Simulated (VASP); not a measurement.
SiC (zinc blende):

```
CSi
1.0
    0.00000     2.18000     2.18000
    2.18000     0.00000     2.18000
    2.18000     2.18000     0.00000
Si C
1 1
Direct
  0.00000   0.00000   0.00000
  0.25000   0.25000   0.25000
```

The lowest empty band near X, direction along the valley's axis, from mBJ (TB09) with spin-orbit coupling in VASP (PAW); its two spin partners are averaged. The gap over the points computed is 2.34 eV, and the next band on that side lies 2.77 eV away at the edge.

Numerical set-up: 520 eV cut-off, 12×12×12 Γ-centred mesh, Gaussian smearing of 0.050 eV, potentials Si C.

```csv
distance from the edge in k (1/Å),distance in energy (meV)
0.025,3.5
0.035,6.9
0.050,14.0
0.070,27.4
```

Fit E(1 + αE) = ħ²k²/2m* (ħ²/2m0 = 3.810 eV Å²) and predict the row at 0.095 1/Å.

The rows don't resolve α, so a parabola serves: the electron mass is m* = 0.681 m0, and so 50.5 meV. The run gave 50.5 meV, +0.0 meV from the fit.

Left out are points under 3 meV from the edge, since the levels carry 0.1 meV, and points farther than half the way to the next band.

The compound is SiC in the zinc blende structure. The cell was not relaxed at this level.
